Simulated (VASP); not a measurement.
```
GdN
1.0
    0.00000     2.49000     2.49000
    2.49000     0.00000     2.49000
    2.49000     2.49000     0.00000
Gd N
1 1
Cartesian
  0.00000   0.00000   0.00000
  2.49000   2.49000   2.49000
```

These are PBE GGA with spin-orbit coupling, VASP's PBE PAW potentials (set 64) (plane waves; VASP) values and carry that method's errors. Settings: 520 eV cut-off, 11×11×11 Γ-centred mesh, Gaussian smearing of 0.050 eV, potentials Gd_3 N.

The 4f electrons are frozen in the core of the lanthanide potential, so 4f levels, which can set the real gap, and their magnetism are missing.

Question: Predict the energy per atom (σ→0), band gap (over mesh and band path) with the smallest direct gap where there is one.

Answer: 
* **band gap (over mesh and band path)**: none (metal, semimetal or under 0.01 eV)
* **energy per atom (σ→0)**: -8.204 eV/atom

The compound is GdN in the rock salt structure. The cell was not relaxed at this level.
